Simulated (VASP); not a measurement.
Given:

```
CELL_PARAMETERS angstrom
      0.00000     2.76135     2.76135
      2.76135     0.00000     2.76135
      2.76135     2.76135     0.00000
ATOMIC_POSITIONS crystal
  Si 0.00000 0.00000 0.00000
  Si 0.25000 0.25000 0.25000
```

Computed with PBE0 hybrid, VASP's PBE PAW potentials (set 64) (plane waves; VASP 6.6.1). Numerical set-up: 520 eV cut-off, 6×6×6 Γ-centred mesh, Gaussian smearing of 0.050 eV, potentials Si.

Problem. Give the stress tensor in GPa (positive for a compressed cell).

Solution. 
```
-4.53   0.00   0.00
 0.00  -4.53   0.00
 0.00   0.00  -4.53
```
The pressure is its mean diagonal, -4.53 GPa.

The compound is Si in the diamond structure. This cell is one point of a volume scan, at 1.03 of the reference volume. The cell's shape comes from a PBE relaxation.
